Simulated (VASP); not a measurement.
VASP ran on this input.

INCAR:
```
SYSTEM = Pb
PREC = Accurate; ENCUT = 500; LREAL = F
LASPH = T
EDIFF = 1E-6; NELM = 100; ALGO = Normal
LMAXMIX = 4
ISMEAR = 1; SIGMA = 0.1
GGA = PS
IBRION = 2; NSW = 40; ISIF = 3
EDIFFG = -0.02; PSTRESS = 100
LWAVE = F; LCHARG = F
```

KPOINTS:
```
kpoints
0
gamma
  13 13 13
0 0 0
```

**POSCAR**
```
Pb
1
    0.0000000000     2.3960816443     2.3960816443
    2.3960816443     0.0000000000     2.3960816443
    2.3960816443     2.3960816443     0.0000000000
Pb
1
Direct
  0.0000000000   0.0000000000   0.0000000000
```

POTCAR, in this order: Pb_d (PBE.64 set). Program: vasp_std.

**Question.** Write an equivalent input for Ansatz.

**Answer.** One equivalent input (not run):
Ansatz 0.2 input:
```yaml
crystal:
  lattice:
    - [0.0000000, 2.3960816, 2.3960816]
    - [2.3960816, 0.0000000, 2.3960816]
    - [2.3960816, 2.3960816, 0.0000000]
  atoms:
    - { symbol: Pb, position: [0.0000000, 0.0000000, 0.0000000] }
kpoints:
  mp_grid: { grid: [13, 13, 13] }
hamiltonian:
  xc: pbesol
  pseudopotentials: { kind: paw }
scf:
  occupations: { method: methfessel_paxton, width: 0.1 }
  max_iter: 100
relax:
  max_steps: 40
  f_tol: 0.02
  cell: { p_target: 10 }
output: { forces: true, stress: true, eigenvalues: true }
```
What does not carry over: each code has its own PAW files, so the cut-off isn't converted (ENCUT is set for VASP's; basis.ecutwfc is left out, and Ansatz then takes the one that its files recommend); Ansatz stops its SCF on the density residual and VASP on the energy change (EDIFF).

The compound is Pb in the fcc structure. This run relaxes it under an external pressure of 10 GPa. Symmetry was kept, so distortions that lower it aren't found.
